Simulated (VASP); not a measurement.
# NaMgF3 (Pmmm) in VASP: notebook

The runs below take NaMgF3 through single point, with LDA.

Everything below comes from runs of VASP 6.6.1. Logs are shortened: lines on timing, memory, paths and dates and some standing lists are left out, and cuts for length are marked.

## 1. The cell of the first run

It takes space group Pmmm (No. 47, orthorhombic). The conventional cell has a = 3.704 Å, b = 3.951 Å, c = 4.198 Å, α = 90.00°, β = 90.00°, γ = 90.00°. Around Na (site symmetry mmm) lie 12 F at 2.71 to 2.88 Å. Mg (site symmetry mmm) is surrounded by 6 F at 1.85 to 2.10 Å. F (site symmetry mmm) has 2 Mg at 1.98 Å as nearest neighbours. F (site symmetry mmm) is surrounded by 2 Mg at 1.85 Å. F (site symmetry mmm) has 2 Mg at 2.10 Å as nearest neighbours.

The cell comes from a database or a generator and needn't be the stable form of this composition.

## 2. Single point, LDA (strain +0.0625 x Voigt [1, -1, 0, 0, 0, 0], atoms carried along)

The input, INCAR:

```
SYSTEM = NaMgF3
PREC = Accurate ; ENCUT = 520
EDIFF = 1E-6 ; ISMEAR = 0
SIGMA = 0.05 ; LREAL = .FALSE.
LASPH = .TRUE. ; NELM = 100
ALGO = Normal ; ISIF = 2
LWAVE = .FALSE. ; LCHARG = .TRUE.
GGA = CA ; LELF = .TRUE.
LVHAR = .TRUE. ; NBANDS = 23
```

The input, KPOINTS:

```
regular mesh
0
G
  6 6 6
  0 0 0
```

The input, POSCAR:

```
NaMgF3
1.0
    4.1977664375      0.0000000000      0.0000000000
    0.0000000000      3.7039115625      0.0000000000
    0.0000000000      0.0000000000      3.9508390000
Na Mg F
1 1 3
Direct
    0.0000000000      0.0000000000      0.0000000000
    0.5000000000      0.5000000000      0.5000000000
    0.5000000000      0.5000000000      0.0000000000
    0.5000000000      0.0000000000      0.5000000000
    0.0000000000      0.5000000000      0.5000000000
```

Potentials or basis: VASP PAW LDA potentials, release 64 (Na_pv, Mg, F).

The run is started by

```
$ cat potpaw_LDA.64/Na_pv/POTCAR potpaw_LDA.64/Mg/POTCAR potpaw_LDA.64/F/POTCAR > POTCAR
$ mpirun -np 1 vasp_std > vasp.out
```

OUTCAR:

```text
SYSTEM = NaMgF3
   PREC = Accurate
   ENCUT = 520
   EDIFF = 1E-6
   ISMEAR = 0
   LREAL = .FALSE.
   LASPH = .TRUE.
   NELM = 100
   ISIF = 2
   GGA = CA

 ion  position               nearest neighbor table
   1  0.000  0.000  0.000-
   2  0.500  0.500  0.500-   4 1.85   4 1.85   3 1.98   3 1.98   5 2.10   5 2.10
   3  0.500  0.500  0.000-   2 1.98   2 1.98
   4  0.500  0.000  0.500-   2 1.85   2 1.85
   5  0.000  0.500  0.500-   2 2.10   2 2.10

  LATTYP: Found a simple orthorhombic cell.
 ALAT       =     3.7039115625
 B/A-ratio  =     1.0666666667
 C/A-ratio  =     1.1333333333

  Lattice vectors:

 A1 = (   0.0000000000,   3.7039115625,   0.0000000000)
 A2 = (   0.0000000000,   0.0000000000,   3.9508390000)
 A3 = (   4.1977664375,   0.0000000000,   0.0000000000)

Analysis of symmetry for initial positions (statically):
=====================================================================
 Subroutine PRICEL returns:
 Original cell was already a primitive cell.

 Routine SETGRP: Setting up the symmetry group for a
 simple orthorhombic supercell.

 Subroutine GETGRP returns: Found  8 space group operations
 (whereof  8 operations were pure point group operations)
 out of a pool of  8 trial point group operations.

The static configuration has the point symmetry D_2h.

Analysis of symmetry for dynamics (positions and initial velocities):
=====================================================================
 Subroutine PRICEL returns:
 Original cell was already a primitive cell.

 Routine SETGRP: Setting up the symmetry group for a
 simple orthorhombic supercell.

 Subroutine GETGRP returns: Found  8 space group operations
 (whereof  8 operations were pure point group operations)
 out of a pool of  8 trial point group operations.

The dynamic configuration has the point symmetry D_2h.

 Subroutine INISYM returns: Found  8 space group operations
 (whereof  8 operations are pure point group operations),
 and found     1 'primitive' translations

----------------------------------------------------------------------------------------

                                     Primitive cell

  volume of cell :      61.4283

  direct lattice vectors                    reciprocal lattice vectors
     4.197766438  0.000000000  0.000000000     0.238221925  0.000000000  0.000000000
[... 86 lines left out ...]
   ISPIN  =      1    spin polarized calculation?
   LNONCOLLINEAR =      F non collinear calculations
   LSORBIT =      F    spin-orbit coupling
   LASPH  =      T    aspherical Exc in radial PAW
   ENCUT  =  520.0 eV  38.22 Ry    6.18 a.u.   7.81  6.89  7.35*2*pi/ulx,y,z
   NELM   =    100;   NELMIN=  2; NELMDL= -5     # of ELM steps
   EDIFF  = 0.1E-05   stopping-criterion for ELM
   LREAL  =      F    real-space projection
   EDIFFG = 0.1E-04   stopping-criterion for IOM
   NSW    =      0    number of steps for IOM
   IBRION =     -1    ionic relax: 0-MD 1-quasi-New 2-CG
   NFREE  =      0    steps in history (QN), initial steepest desc. (CG)
   ISIF   =      2    stress and relaxation
   ISYM   =      2    0-nonsym 1-usesym 2-fastsym
   POTIM  = 0.5000    time-step for ionic-motion
   TEBEG  =    0.0;   TEEND  =   0.0 temperature during run
   PSTRESS=    0.0 pullay stress
   NELECT =      30.0000    total number of electrons
   NUPDOWN=      -1.0000    fix difference up-down
   EMIN   =  10.00;   EMAX   =-10.00  energy-range for DOS
   EFERMI =   0.00;   METHOD = LEGACY
   ISMEAR =     0;   SIGMA  =   0.05  broadening in eV -4-tet -1-fermi 0-gaus
   EFERMI_NEDOS =   21; number of points for ismear=-14 and -15
   IALGO  =     38    algorithm
   IMIX   =      4    mixing-type and parameters
     AMIX     =   0.40;   BMIX     =  1.00
     AMIX_MAG =   1.60;   BMIX_MAG =  1.00
  volume/ion in A,a.u.               =      12.29        82.91
  Fermi-wavevector in a.u.,A,eV,Ry     =   1.289216  2.436266 22.613959  1.662079
  Thomas-Fermi vector in A             =   2.421123
   LORBIT       =      0    0 simple, 1 ext, 2 COOP (PROOUT), +10 PAW based schemes
   GGA     = CA    functional components
   LHFCALC =     F    Hartree Fock is set to
   AEXX    =    0.0000 exact exchange contribution
   IVDW    =     0    specifies the selected vdW correction
   LEPSILON=     F    determine dielectric tensor
   LRPA    =     F    only Hartree local field effects (RPA)
 non-spin polarized calculation
 Gauss-broadening in eV      SIGMA  =   0.05
  energy-cutoff  :      520.00
  volume of cell :       61.43
 maximum number of plane-waves:      1672
 NGX is ok and might be reduce to    32
   NGX = 15   NGY = 13   NGZ = 15

 number of electron      29.9999969 magnetization

 Free energy of the ion-electron system (eV)
  ---------------------------------------------------
  ext. energy  EPLUGINS =         0.00000000
  ---------------------------------------------------
  free energy    TOTEN  =       -26.46141520 eV

  energy without entropy =      -26.46141520  energy(sigma->0) =      -26.46141520

 E-fermi :  -1.6416     XC(G=0):  -9.8941

 val. band max:       -1.9621346134   @ k =   0.5000   0.5000   0.5000
 cond. band min:       3.5680553006   @ k =   0.0000   0.0000   0.0000
 fundamental gap:      5.5301899139
 Fermi energy:        -1.6415784800

 k-point     1 :       0.0000    0.0000    0.0000
  band No.  band energies     occupation
      1     -22.0862      2.00000
      2     -22.0774      2.00000
      3     -22.0766      2.00000
      4     -22.0562      2.00000
      5     -21.1843      2.00000
      6     -20.9746      2.00000
[... 613 lines left out ...]
     22      14.7699      0.00000
     23      15.1684      0.00000

 [... further k-points ...]
[... 5 lines left out ...]
  --------------------------------------------------------------------------------------
  -------------------------------------------------------------------------------------
  Total       -4.3426897      0.5801784     -2.8247513      0.0000000     -0.0000000      0.0000000
  in kB     -113.2664197     15.1322638    -73.6754142      0.0000000     -0.0000000      0.0000000
  external PRESSURE =     -57.2698567 kB  Pullay stress =       0.0000000 kB

 VOLUME and BASIS-vectors are now :
 -----------------------------------------------------------------------------
  energy-cutoff  :      520.00
  volume of cell :       61.43
      direct lattice vectors                 reciprocal lattice vectors
     4.197766438  0.000000000  0.000000000     0.238221925  0.000000000  0.000000000
     0.000000000  3.703911563  0.000000000     0.000000000  0.269984848  0.000000000
     0.000000000  0.000000000  3.950839000     0.000000000  0.000000000  0.253110795

 POSITION                                       TOTAL-FORCE (eV/Angst)
 -----------------------------------------------------------------------------------
      0.00000      0.00000      0.00000         0.000000      0.000000      0.000000
      2.09888      1.85196      1.97542         0.000000      0.000000      0.000000
      2.09888      1.85196      0.00000         0.000000      0.000000      0.000000
      2.09888      0.00000      1.97542         0.000000      0.000000      0.000000
      0.00000      1.85196      1.97542         0.000000      0.000000      0.000000
 -----------------------------------------------------------------------------------
    total drift:                                0.000000     -0.000000     -0.000000

  FREE ENERGIE OF THE ION-ELECTRON SYSTEM (eV)
  ---------------------------------------------------
  free  energy   TOTEN  =       -26.4614152010 eV

  energy  without entropy=      -26.4614152010  energy(sigma->0) =      -26.46141520
```

OSZICAR:

```text
N       E                     dE             d eps       ncg     rms          rms(c)
DAV:   1     0.268020849538E+03    0.26802E+03   -0.15984E+04  3016   0.138E+03
DAV:   2    -0.871021987619E+01   -0.27673E+03   -0.25733E+03  3395   0.393E+02
DAV:   3    -0.283982963852E+02   -0.19688E+02   -0.19593E+02  3574   0.104E+02
DAV:   4    -0.286752011060E+02   -0.27690E+00   -0.27684E+00  3238   0.134E+01
DAV:   5    -0.286794694147E+02   -0.42683E-02   -0.42682E-02  3532   0.162E+00    0.838E+00
DAV:   6    -0.265911892253E+02    0.20883E+01   -0.66739E+00  3504   0.178E+01    0.267E+00
DAV:   7    -0.265128127703E+02    0.78376E-01   -0.82331E-02  3154   0.329E+00    0.158E+00
DAV:   8    -0.264616246320E+02    0.51188E-01   -0.45797E-02  3894   0.576E+00    0.187E-01
DAV:   9    -0.264615169235E+02    0.10771E-03   -0.40031E-03  3406   0.500E-01    0.935E-02
DAV:  10    -0.264614267723E+02    0.90151E-04   -0.38059E-04  3491   0.182E-01    0.185E-02
DAV:  11    -0.264614144370E+02    0.12335E-04   -0.40772E-05  3948   0.118E-01    0.647E-03
DAV:  12    -0.264614154488E+02   -0.10117E-05   -0.12230E-05  3338   0.300E-02    0.547E-03
DAV:  13    -0.264614152010E+02    0.24775E-06   -0.12939E-06  2081   0.115E-02
   1 F= -.26461415E+02 E0= -.26461415E+02  d E =-.575400E-21
```

stdout:

```text
POSCAR found type information on POSCAR NaMgF
 POSCAR found :  3 types and       5 ions
 scaLAPACK will be used
 LDA part: xc-table for (Slater(with rela. corr.)+CA(PZ))
 , standard interpolation
 POSCAR, INCAR and KPOINTS ok, starting setup
 FFT: planning ... GRIDC
 FFT: planning ... GRID_SOFT
 FFT: planning ... GRID
 WAVECAR not read
 entering main loop
```

Wall time 51 s (1 thread of Intel Xeon Platinum 8259CL at 2.50GHz (Skylake/Cascade Lake), shared host); peak memory 0.2 GiB.

Results:

```
Free energy            : -26.4614 eV
Pressure               : -5.7 GPa
Band gap on the k mesh : 5.53 eV, indirect (least direct gap 6.00 eV)
```

Stress tensor (GPa, compression positive):
```
-11.33   0.00   0.00
  0.00   1.51   0.00
  0.00   0.00  -7.37
```

A k mesh can miss the band edges.

## 3. Single point, LDA (strain +0.0875 x Voigt [1, -1, 0, 0, 0, 0], atoms carried along)

The input, INCAR:

```
ALGO = Fast ; EDIFF = 1E-7
ENCUT = 520 ; ISIF = 2
ISMEAR = 0 ; LASPH = T
LCHARG = F ; LREAL = F
LWAVE = F ; NBANDS = 23
NELM = 100 ; PREC = Accurate
SIGMA = 0.05
```

The input, KPOINTS:

```
k-points
0
Gamma
  6 6 6
```

POSCAR, as its differences from that of step 2:

```diff
@@ -2,4 +2,4 @@
 1.0
-    4.1977664375      0.0000000000      0.0000000000
-    0.0000000000      3.7039115625      0.0000000000
+    4.2965374125      0.0000000000      0.0000000000
+    0.0000000000      3.6051405875      0.0000000000
     0.0000000000      0.0000000000      3.9508390000
```

Potentials or basis: VASP PAW LDA potentials, release 64 (Na_pv, Mg, F).

The run is started by

```
$ cat potpaw_LDA.64/Na_pv/POTCAR potpaw_LDA.64/Mg/POTCAR potpaw_LDA.64/F/POTCAR > POTCAR
$ mpirun -np 1 vasp_std > vasp.out
```

Wall time 66 s (1 thread of Intel Xeon Platinum 8259CL at 2.50GHz (Skylake/Cascade Lake), shared host); peak memory 0.2 GiB.

It converged, with:

* Free energy: -26.3118 eV
* Pressure: -4.0 GPa
* Band gap on the k mesh: 5.50 eV, indirect (least direct gap 5.96 eV)

Stress tensor (GPa, compression positive):
```
-12.08   0.00   0.00
  0.00   7.40   0.00
  0.00   0.00  -7.32
```

Levels at points of the mesh, in eV from the valence-band top:
```csv
k point,band 13,band 14,band 15,band 16,band 17,band 18
"(0.00, 0.00, 0.00)",-0.53,-0.52,-0.47,5.50,12.59,13.15
"(0.50, 0.00, 0.00)",-0.74,-0.59,-0.52,7.95,8.85,13.99
"(0.00, 0.50, 0.00)",-0.94,-0.62,-0.58,8.85,9.14,13.41
"(0.50, 0.50, 0.00)",-1.21,-0.91,-0.25,10.18,10.29,11.02
"(0.00, 0.00, 0.50)",-0.92,-0.58,-0.53,8.44,8.86,13.06
"(0.50, 0.00, 0.50)",-0.92,-0.74,-0.23,9.71,10.24,10.48
"(0.00, 0.50, 0.50)",-1.16,-1.13,-0.01,10.44,10.74,11.23
"(0.50, 0.50, 0.50)",-0.22,-0.20,0.00,9.92,11.94,12.33
```

A k mesh can miss the band edges.

## 4. Single point, LDA (strain +0.0375 x Voigt [1, -1, 0, 0, 0, 0], atoms carried along)

The input, INCAR:

```
SYSTEM = NaMgF3
PREC = Accurate ; ENCUT = 520
EDIFF = 1E-6 ; ISMEAR = 0
SIGMA = 0.05 ; LREAL = .False.
LASPH = .True. ; NELM = 100
ALGO = Normal ; ISIF = 2
LWAVE = .False. ; LCHARG = .False.
GGA = CA ; NBANDS = 23
```

The input, KPOINTS:

```
Automatic mesh
0
Gamma
  6 6 6
  0 0 0
```

POSCAR, as its differences from that of step 3:

```diff
@@ -2,4 +2,4 @@
 1.0
-    4.2965374125      0.0000000000      0.0000000000
-    0.0000000000      3.6051405875      0.0000000000
+    4.0989954625      0.0000000000      0.0000000000
+    0.0000000000      3.8026825375      0.0000000000
     0.0000000000      0.0000000000      3.9508390000
```

The run is started by

```
$ cat potpaw_LDA.64/Na_pv/POTCAR potpaw_LDA.64/Mg/POTCAR potpaw_LDA.64/F/POTCAR > POTCAR
$ mpirun -np 1 vasp_std > vasp.out
```

Run time: 55 s. Hardware: 1 thread of Intel Xeon Platinum 8259CL at 2.50GHz (Skylake/Cascade Lake), shared host; peak memory 0.2 GiB.

The run converged. Its results:

```yaml
Free_energy: -26.5523 eV
Pressure: -6.8 GPa
Band_gap_on_the_k_mesh: 5.56 eV, indirect (least direct gap 6.03 eV)
```

Stress tensor (GPa, compression positive):
```
-10.13   0.00   0.00
  0.00  -2.85   0.00
  0.00   0.00  -7.37
```

Levels at points of the mesh, in eV from the valence-band top:
```tsv
k point	band 11	band 12	band 13	band 14	band 15	band 16	band 17	band 18	band 19	band 20
(0.00, 0.00, 0.00)	-0.69	-0.61	-0.50	-0.49	-0.47	5.56	12.75	13.08	13.17	14.32
(0.50, 0.00, 0.00)	-0.98	-0.91	-0.91	-0.56	-0.55	8.28	8.91	14.22	14.36	14.55
(0.00, 0.50, 0.00)	-1.29	-1.23	-0.89	-0.57	-0.56	8.79	8.90	13.93	14.38	14.51
(0.50, 0.50, 0.00)	-1.27	-1.23	-1.22	-0.97	-0.08	10.11	10.53	10.85	12.56	14.78
(0.00, 0.00, 0.50)	-1.15	-1.01	-0.91	-0.56	-0.55	8.51	8.91	13.79	14.49	14.56
(0.50, 0.00, 0.50)	-1.40	-1.16	-1.01	-0.90	-0.11	9.94	10.49	10.63	12.53	15.33
(0.00, 0.50, 0.50)	-1.28	-1.18	-1.18	-1.12	-0.01	10.25	10.73	10.91	12.60	14.30
(0.50, 0.50, 0.50)	-1.30	-1.14	-0.09	-0.07	0.00	9.89	12.21	12.38	12.53	12.54
```

[end of part 1 of 2]
